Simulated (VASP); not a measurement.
# CrGa11As12 (a cell with a defect) in VASP: notebook, part 2 of 2

VASP 6.6.1.

**3. Single point, PBEsol+U, collinear spin, ferromagnetic start**

Input file INCAR:

```
SYSTEM = CrGa11As12
  ALGO = Normal
  EDIFF = 1E-5
  ENCUT = 350
  GGA = PS
  ISIF = 2
  ISMEAR = 0
  ISPIN = 2
  ISYM = 0
  KPAR = 2
  LASPH = .TRUE.
  LCHARG = .FALSE.
  LDAU = .TRUE.
  LDAUJ = 0 0 0
  LDAUL = 2 -1 -1
  LDAUPRINT = 1
  LDAUTYPE = 2
  LDAUU = 3 0 0
  LMAXMIX = 4
  LORBIT = 11
  LREAL = Auto
  LWAVE = .FALSE.
  MAGMOM = 2 0 0 0 0 0 0 0 0 0 0 0 0 0 0 0 0 0 0 0 0 0 0 0
  NELECT = 216.0
  NELM = 120
  PREC = Accurate
  SIGMA = 0.03
```

Input file KPOINTS:

```
k-points
0
G
  2 2 2
  0 0 0
```

Input file POSCAR:

```
CrGa11As12                              
1.0
    0.0000000000      8.4805500000      8.4805500000
    5.6537000000      0.0000000000      5.6537000000
    5.6537000000      5.6537000000      0.0000000000
  Cr              Ga              As            
     1    11    12
Direct
     0.9983319465482915    0.0001791804240595    0.0015645793495381
     0.0014009781912815    0.0011379458854922    0.4974886586990593
     0.0001495679459148    0.5034450761611522    0.9967734092977487
     0.0014870685243828    0.4980505429487783    0.4986911522457850
     0.3328260086617140    0.0005637821256414    0.9964394306938887
     0.3344615097509109    0.9991558539623442    0.4956963134254585
     0.3344822796390493    0.4991040387830943    0.9971159682127598
     0.3352402470565892    0.4980707437051392    0.4973908329553131
     0.6679116710811536    0.0018764088002426    0.9969341531354234
     0.6665541717232056    0.9986248222428041    0.5006667870374651
     0.6654389076461551    0.5030290445663007    0.9994526631944617
     0.6677193907261334    0.4997909277426419    0.4981370328347505
     0.0823669210076268    0.1274612112686301    0.1216594109604525
     0.0841730950715263    0.1229490957037689    0.6265162074589438
     0.0841323905533337    0.6252928306764743    0.1237920710496669
     0.0851301710882849    0.6254174235522627    0.6215447619138439
     0.4176622987573170    0.1239509794593965    0.1204463758460064
     0.4160905715872724    0.1238233409267658    0.6234381842995429
     0.4149286831055839    0.6270908633134905    0.1231424471011163
     0.4174065871438681    0.6243539374518560    0.6222970513979305
     0.7475384360949144    0.1277864370045517    0.1255251133396645
     0.7510432213536870    0.1251903640831629    0.6229554291263444
     0.7499620090643419    0.6276862102705092    0.1234960798150125
     0.7513088676774572    0.6233309389414121    0.6241678866098218
```

Potentials or basis: VASP PAW PBE potentials, release 64 (Cr_pv, Ga_d, As).

On the command line:

```bash
$ cat potpaw_PBE.64/Cr_pv/POTCAR potpaw_PBE.64/Ga_d/POTCAR potpaw_PBE.64/As/POTCAR > POTCAR
$ mpirun -np 4 vasp_std > vasp.out
```

Wall time 5.7 min (4 MPI ranks of Intel Xeon 6975P-C (Granite Rapids), shared host); peak memory 0.54 GiB.

The run converged. Its results:

```
Free energy                                           : -107.1047 eV
Largest force                                         : 0.349 eV/Å
Band gap on the k mesh                                : none (metal or under the smearing width)
Net moment                                            : 3.75 μB per cell
Site moments                                          : Cr +3.67; Ga +0.01, +0.02, +0.00; As -0.10, -0.09, -0.00, +0.00, -0.04 μB
Valence electrons inside the program's atomic spheres : Cr 10.73; Ga 11.69, 11.71, 11.70; As 2.85, 2.86, 2.87
```

Forces in eV/Å, atoms in the order of the input:
```
Cr  -0.025 -0.031 -0.017
Ga  -0.032 -0.029  0.174
Ga  -0.034  0.199 -0.039
Ga  -0.204  0.022  0.021
Ga   0.315 -0.097 -0.115
Ga   0.066 -0.260 -0.050
Ga   0.062 -0.054 -0.278
Ga   0.042 -0.063 -0.050
Ga   0.287 -0.015 -0.043
Ga  -0.075 -0.243  0.068
Ga  -0.082  0.060 -0.238
Ga   0.034 -0.025 -0.022
As  -0.034  0.127  0.104
As  -0.124  0.071  0.146
As  -0.113  0.126  0.100
As   0.061 -0.035 -0.041
As  -0.161  0.140  0.142
As  -0.029  0.098  0.017
As  -0.046  0.017  0.110
As  -0.020  0.070  0.064
As   0.213 -0.129 -0.127
As  -0.078  0.042 -0.003
As  -0.095  0.001  0.042
As   0.070  0.009  0.034
```

Levels at points of the mesh, in eV from the Fermi level:
Spin up:
| k point | band 106 | band 107 | band 108 | band 109 | band 110 | band 111 | band 112 | band 113 | band 114 | band 115 |
| --- | --- | --- | --- | --- | --- | --- | --- | --- | --- | --- |
| (0.00, 0.00, 0.00) | -1.30 | -1.03 | -1.02 | -0.13 | 0.03 | 0.23 | 0.41 | 0.45 | 0.47 | 0.55 |
| (0.50, 0.00, 0.00) | -1.45 | -1.00 | -1.00 | -0.89 | 0.27 | 0.33 | 0.33 | 0.45 | 0.84 | 0.86 |
| (0.00, 0.50, 0.00) | -1.56 | -1.27 | -1.22 | -0.88 | -0.19 | 0.12 | 0.69 | 0.98 | 1.33 | 1.36 |
| (0.00, 0.00, 0.50) | -1.56 | -1.27 | -1.22 | -0.87 | -0.19 | 0.12 | 0.69 | 0.98 | 1.32 | 1.36 |
| (0.50, 0.00, 0.50) | -1.77 | -1.72 | -1.23 | -1.03 | -0.59 | 0.04 | 1.38 | 1.42 | 1.58 | 1.74 |
| (0.50, 0.50, 0.00) | -1.77 | -1.72 | -1.23 | -1.04 | -0.60 | 0.04 | 1.37 | 1.44 | 1.58 | 1.75 |
| (0.00, 0.50, 0.50) | -1.81 | -1.59 | -1.11 | -0.86 | -0.43 | 0.07 | 1.20 | 1.24 | 1.32 | 1.38 |
| (0.50, 0.50, 0.50) | -1.57 | -1.41 | -1.33 | -0.99 | -0.45 | -0.02 | 1.38 | 1.46 | 1.54 | 1.62 |
Spin down:
| k point | band 103 | band 104 | band 105 | band 106 | band 107 | band 108 | band 109 | band 110 |
| --- | --- | --- | --- | --- | --- | --- | --- | --- |
| (0.00, 0.00, 0.00) | -1.44 | -0.78 | -0.78 | -0.75 | -0.12 | 0.30 | 0.41 | 0.43 |
| (0.50, 0.00, 0.00) | -1.16 | -1.15 | -1.02 | -1.01 | 0.24 | 0.39 | 0.67 | 0.69 |
| (0.00, 0.50, 0.00) | -1.42 | -1.40 | -1.23 | -1.19 | 0.69 | 0.93 | 1.22 | 1.27 |
| (0.00, 0.00, 0.50) | -1.42 | -1.40 | -1.22 | -1.20 | 0.69 | 0.93 | 1.24 | 1.27 |
| (0.50, 0.00, 0.50) | -1.87 | -1.67 | -1.53 | -1.34 | 1.25 | 1.36 | 1.39 | 1.56 |
| (0.50, 0.50, 0.00) | -1.88 | -1.66 | -1.54 | -1.35 | 1.24 | 1.36 | 1.39 | 1.55 |
| (0.00, 0.50, 0.50) | -1.91 | -1.49 | -1.36 | -1.20 | 1.11 | 1.18 | 1.27 | 1.35 |
| (0.50, 0.50, 0.50) | -1.70 | -1.49 | -1.44 | -1.34 | 1.22 | 1.32 | 1.44 | 1.56 |

Eigenvalues of the final occupation matrices:
| site | spin | trace | eigenvalues |
| --- | --- | --- | --- |
| site 1 d | 1 | 3.91 | 0.65 0.71 0.82 0.86 0.86 |
| site 1 d | 2 | 0.30 | 0.02 0.02 0.08 0.09 0.09 |

Caveat: the k mesh is coarse (spacing up to 0.48 Å⁻¹), so the values aren't converged; the cell is charged against a uniform background, so pressure and absolute levels hang on convention; the PAW data sets were made with another functional, which shifts forces and pressure a little; only a ferromagnetic start was run, and an antiferromagnetic order may lie lower in energy; the U is typed as a test and isn't derived for this compound. The state reached can hang on the start; a lower one may exist.

**4. Single point, PBEsol+U, collinear spin, ferromagnetic start**

Changes to INCAR since step 3:

```diff
@@ -17,3 +17,3 @@
   LDAUTYPE = 2
-  LDAUU = 3 0 0
+  LDAUU = 5 0 0
   LMAXMIX = 4
@@ -25,2 +25,3 @@
   NELM = 120
+  NUPDOWN = 2
   PREC = Accurate
```

KPOINTS is that of step 3.

POSCAR is that of step 3.

Potentials or basis: VASP PAW PBE potentials, release 64 (Cr_pv, Ga_d, As).

On the command line:

```bash
$ cat potpaw_PBE.64/Cr_pv/POTCAR potpaw_PBE.64/Ga_d/POTCAR potpaw_PBE.64/As/POTCAR > POTCAR
$ mpirun -np 4 vasp_std > vasp.out
```

OUTCAR:

```text
SYSTEM = CrGa11As12
   EDIFF = 1E-5
   ENCUT = 350
   GGA = PS
   ISIF = 2
   ISMEAR = 0
   ISPIN = 2
   ISYM = 0
   LASPH = .TRUE.
   LORBIT = 11
   LREAL = Auto
   NELECT = 216.0
   NELM = 120
   NUPDOWN = 2
   PREC = Accurate

 ion  position               nearest neighbor table
   1  0.998  0.000  0.002-  13 2.44  15 2.45  14 2.45  21 2.46
   2  0.001  0.001  0.497-  14 2.45  22 2.45  16 2.45  13 2.45
   3  0.000  0.503  0.997-  15 2.45  16 2.45  23 2.45  13 2.45
   4  0.001  0.498  0.499-  15 2.45  14 2.45  24 2.45  16 2.45
   5  0.333  0.001  0.996-  18 2.44  19 2.44  17 2.45  13 2.45
[... 2235 lines left out ...]
      8.48179      5.63673      2.84760        -0.005315      0.019711      0.001942
      5.63528      2.83206      2.82844        -0.010973      0.004238      0.005713
      5.63676      8.45612      2.82574        -0.021643      0.021723      0.009872
      8.45145      5.63894      8.48535         0.021397      0.006018      0.001345
[... 16 lines left out ...]
      4.24696      7.05830      9.90884        -0.034678      0.002566     -0.016998
      7.05298      9.90037      9.89564         0.041380     -0.013910      0.008893
 -----------------------------------------------------------------------------------
    total drift:                               -0.004188     -0.005915      0.010836

  FREE ENERGIE OF THE ION-ELECTRON SYSTEM (eV)
  ---------------------------------------------------
  free  energy   TOTEN  =      -105.3370484828 eV

  energy  without entropy=     -105.3316013752  energy(sigma->0) =     -105.33432493

 total charge

# of ion       s       p       d       tot
------------------------------------------
    1        0.307   6.226   4.194  10.727
    2        0.900   0.802   9.993  11.694
    3        0.899   0.803   9.993  11.696
    4        0.900   0.803   9.994  11.696
    5        0.896   0.816   9.995  11.707
    6        0.898   0.810   9.994  11.701
[... 16 lines left out ...]
   23        1.217   1.602   0.033   2.852
   24        1.217   1.602   0.033   2.852
--------------------------------------------------
tot         24.824  34.318 114.528 173.670

 magnetization (x)

# of ion       s       p       d       tot
------------------------------------------
    1        0.036   0.009   3.689   3.734
    2       -0.012  -0.009  -0.006  -0.027
    3       -0.012  -0.008  -0.006  -0.027
    4       -0.013  -0.009  -0.006  -0.027
    5       -0.013  -0.014  -0.006  -0.032
    6       -0.023  -0.007  -0.005  -0.035
[... 16 lines left out ...]
   23       -0.014  -0.007  -0.002  -0.024
   24       -0.013  -0.005  -0.002  -0.021
--------------------------------------------------
tot         -0.336  -0.742   3.639   2.562
```

stdout:

```text
POSCAR found type information on POSCAR CrGaAs
 POSCAR found :  3 types and      24 ions
 scaLAPACK will be used
 -----------------------------------------------------------------------------
|                                                                             |
|                                                                             |
|     You enforced a specific xc type in the INCAR file but a different       |
|     I HOPE YOU KNOW WHAT YOU ARE DOING!                                     |
|                                                                             |
 -----------------------------------------------------------------------------

 LDA part: xc-table for (Slater+PW92), standard interpolation
 POSCAR, INCAR and KPOINTS ok, starting setup
 FFT: planning ... GRIDC
 FFT: planning ... GRID_SOFT
 FFT: planning ... GRID
 WAVECAR not read
 entering main loop
 the old and the new charge density differ
 old charge density:   215.00000 new  216.00000
BRMIX: very serious problems
 the old and the new charge density differ
 old charge density:   215.00000 new  216.00000
    0.199E+01
```

Run time: 6.6 min. Hardware: 4 MPI ranks of Intel Xeon 6975P-C (Granite Rapids), shared host; peak memory 0.54 GiB.

What came out:

* Free energy: -105.3370 eV
* Largest force: 0.334 eV/Å
* Net moment: 2.00 μB per cell
* Site moments: Cr +3.73; Ga -0.03, -0.04; As -0.16, -0.15, -0.03, -0.06, -0.13, -0.02 μB
* Valence electrons inside the program's atomic spheres: Cr 10.73; Ga 11.69, 11.70, 11.71; As 2.85, 2.86

Forces on the atoms (eV/Å):
```
Cr  -0.003 -0.031 -0.019
Ga  -0.004  0.007 -0.001
Ga  -0.005  0.020  0.002
Ga  -0.011  0.004  0.006
Ga  -0.022  0.022  0.010
Ga   0.021  0.006  0.001
Ga   0.018 -0.007 -0.004
Ga  -0.006 -0.009  0.009
Ga  -0.038  0.024  0.007
Ga   0.012 -0.005  0.005
Ga   0.009 -0.002 -0.004
Ga  -0.016  0.000  0.009
As   0.207  0.177  0.169
As  -0.201 -0.194  0.182
As  -0.202  0.176 -0.178
As   0.034 -0.012 -0.020
As   0.030  0.013  0.008
As   0.000 -0.018 -0.006
As  -0.014 -0.001 -0.011
As   0.029  0.006 -0.005
As   0.175 -0.156 -0.150
As  -0.019 -0.007 -0.004
As  -0.035  0.003 -0.017
As   0.041 -0.014  0.009
```

Eigenvalues of the final occupation matrices:
```csv
site,spin,trace,eigenvalues
site 1 d,1,3.96,0.68 0.74 0.75 0.89 0.89
site 1 d,2,0.26,0.02 0.02 0.07 0.07 0.08
```

Caveat: the k mesh is coarse (spacing up to 0.48 Å⁻¹), so the values aren't converged; the cell is charged against a uniform background, so pressure and absolute levels hang on convention; the PAW data sets were made with another functional, which shifts forces and pressure a little; the total moment is fixed, so each spin has its own Fermi level; only a ferromagnetic start was run, and an antiferromagnetic order may lie lower in energy; the U is typed as a test and isn't derived for this compound.

**5. Single point, PBEsol+U, collinear spin, ferromagnetic start**

Changes to INCAR since step 4:

```diff
@@ -9,3 +9,3 @@
   ISYM = 0
-  KPAR = 2
+  KPAR = 4
   LASPH = .TRUE.
@@ -17,3 +17,3 @@
   LDAUTYPE = 2
-  LDAUU = 5 0 0
+  LDAUU = 3 0 0
   LMAXMIX = 4
```

Input file KPOINTS:

```
k-points
0
G
  2 3 3
  0 0 0
```

POSCAR is that of step 4.

On the command line:

```bash
$ cat potpaw_PBE.64/Cr_pv/POTCAR potpaw_PBE.64/Ga_d/POTCAR potpaw_PBE.64/As/POTCAR > POTCAR
$ mpirun -np 4 vasp_std > vasp.out
```

Wall time 10 min (4 MPI ranks of Intel Xeon 6975P-C (Granite Rapids), shared host); peak memory 0.96 GiB.

It converged, with:

```yaml
Free_energy: -107.0146 eV
Largest_force: 0.092 eV/Å
Net_moment: 2.00 μB per cell
Site_moments: Cr +3.47; Ga -0.02, -0.03, -0.04; As -0.12, -0.03, -0.05, -0.02, -0.11 μB
Valence_electrons_inside_the_program's_atomic_spheres: Cr 10.69; Ga 11.70, 11.71; As 2.85, 2.84
```

Forces on the atoms (eV/Å):
```
Cr  -0.032 -0.006  0.006
Ga  -0.030  0.027  0.053
Ga  -0.032  0.078  0.020
Ga  -0.018  0.016  0.008
Ga   0.084 -0.013 -0.034
Ga   0.016  0.008 -0.046
Ga   0.014 -0.049 -0.003
Ga   0.074 -0.028 -0.018
Ga   0.033  0.023  0.004
Ga  -0.029  0.013  0.004
Ga  -0.033 -0.004  0.012
Ga   0.050 -0.005 -0.002
As   0.064  0.015  0.001
As   0.010 -0.083 -0.013
As   0.009 -0.038 -0.060
As   0.018 -0.027 -0.037
As   0.038  0.012  0.008
As  -0.046 -0.018  0.049
As  -0.060  0.048 -0.001
As  -0.020  0.033  0.029
As  -0.031  0.029  0.030
As  -0.041 -0.032  0.004
As  -0.059  0.009 -0.032
As   0.018 -0.008  0.019
```

Eigenvalues of the final occupation matrices:
```
    site  spin  trace               eigenvalues
site 1 d     1   3.80  0.60 0.72 0.74 0.87 0.88
site 1 d     2   0.37  0.03 0.03 0.10 0.11 0.11
```

Caveat: the cell is charged against a uniform background, so pressure and absolute levels hang on convention; the PAW data sets were made with another functional, which shifts forces and pressure a little; the total moment is fixed, so each spin has its own Fermi level; only a ferromagnetic start was run, and an antiferromagnetic order may lie lower in energy; the U is typed as a test and isn't derived for this compound.

**6. Single point, PBEsol+U, collinear spin, ferromagnetic start**

Changes to INCAR since step 5:

```diff
@@ -9,3 +9,3 @@
   ISYM = 0
-  KPAR = 4
+  KPAR = 2
   LASPH = .TRUE.
@@ -22,6 +22,6 @@
   LWAVE = .FALSE.
-  MAGMOM = 2 0 0 0 0 0 0 0 0 0 0 0 0 0 0 0 0 0 0 0 0 0 0 0
+  MAGMOM = 4 0 0 0 0 0 0 0 0 0 0 0 0 0 0 0 0 0 0 0 0 0 0 0
   NELECT = 216.0
   NELM = 120
-  NUPDOWN = 2
+  NUPDOWN = 4
   PREC = Accurate
```

Input file KPOINTS:

```
k-points
0
G
  2 2 2
  0 0 0
```

POSCAR is that of step 5.

Potentials or basis: VASP PAW PBE potentials, release 64 (Cr_pv, Ga_d, As).

On the command line:

```bash
$ cat potpaw_PBE.64/Cr_pv/POTCAR potpaw_PBE.64/Ga_d/POTCAR potpaw_PBE.64/As/POTCAR > POTCAR
$ mpirun -np 4 vasp_std > vasp.out
```

Run time: 8 min. Hardware: 4 MPI ranks of Intel Xeon 6975P-C (Granite Rapids), shared host; peak memory 0.54 GiB.

Results (log left out):

```yaml
Free_energy: -107.0853 eV
Largest_force: 0.415 eV/Å
Net_moment: 4.00 μB per cell
Site_moments: Cr +3.69; Ga +0.01, +0.02; As -0.10, -0.08, +0.00, +0.01, -0.04 μB
Valence_electrons_inside_the_program's_atomic_spheres: Cr 10.73; Ga 11.69, 11.71, 11.70; As 2.86, 2.85, 2.87
```

Forces on the atoms (eV/Å):
```
Cr  -0.033 -0.034 -0.023
Ga  -0.041 -0.046  0.228
Ga  -0.043  0.253 -0.057
Ga  -0.263  0.031  0.029
Ga   0.367 -0.129 -0.147
Ga   0.084 -0.307 -0.052
Ga   0.079 -0.057 -0.324
Ga   0.030 -0.073 -0.060
Ga   0.333 -0.033 -0.061
Ga  -0.081 -0.284  0.092
Ga  -0.088  0.084 -0.280
Ga   0.016 -0.028 -0.025
As  -0.031  0.150  0.128
As  -0.131  0.090  0.149
As  -0.119  0.129  0.122
As   0.072 -0.037 -0.042
As  -0.198  0.165  0.168
As  -0.030  0.115  0.010
As  -0.046  0.008  0.125
As  -0.013  0.076  0.069
As   0.238 -0.122 -0.118
As  -0.083  0.045 -0.005
As  -0.100 -0.002  0.043
As   0.082  0.006  0.031
```

Eigenvalues of the final occupation matrices:
```tsv
site	spin	trace	eigenvalues
site 1 d	1	3.92	0.66 0.71 0.83 0.86 0.86
site 1 d	2	0.29	0.02 0.02 0.08 0.09 0.09
```

Caveat: the k mesh is coarse (spacing up to 0.48 Å⁻¹), so the values aren't converged; the cell is charged against a uniform background, so pressure and absolute levels hang on convention; the PAW data sets were made with another functional, which shifts forces and pressure a little; the total moment is fixed, so each spin has its own Fermi level; only a ferromagnetic start was run, and an antiferromagnetic order may lie lower in energy; the U is typed as a test and isn't derived for this compound. The state reached can hang on the start; a lower one may exist.

**7. Overview**

| task | U | fixed moment (μB) | cell | k mesh | mesh quality | moment (μB) | largest force (eV/Å) |
| --- | --- | --- | --- | --- | --- | --- | --- |
| relaxation of the atoms | Cr d U = 3 eV | 2 | atoms relaxed from: atoms moved at random, drawn with an rms of 0.05 Å | 2 × 2 × 2 | coarse | 2.00 | 0.03 |
| single point | Cr d U = 3 eV | - | as given | 2 × 2 × 2 | coarse | 3.75 | 0.35 |
| single point | Cr d U = 5 eV | 2 | as given | 2 × 2 × 2 | coarse | 2.00 | 0.33 |
| single point | Cr d U = 3 eV | 2 | as given | 2 × 3 × 3 | not flagged | 2.00 | 0.09 |
| single point | Cr d U = 3 eV | 4 | as given | 2 × 2 × 2 | coarse | 4.00 | 0.42 |

Alike in all rows: level PBEsol+U; potentials or basis VASP PAW PBE potentials, release 64 (Cr_pv, Ga_d, As); spin collinear, ferromagnetic start; cutoff (eV) 350; smearing gaussian 0.03 eV.

Caveats: some runs use coarse meshes; the cell is charged against a uniform background, so pressure and absolute levels hang on convention; the PAW data sets were made with another functional, which shifts forces and pressure a little; only a ferromagnetic start was run, and an antiferromagnetic order may lie lower in energy; the U is typed as a test and isn't derived for this compound; the total moment is fixed, so each spin has its own Fermi level (some runs).

Total energies depend on the potentials used, so only differences within one code and one set of settings carry meaning.
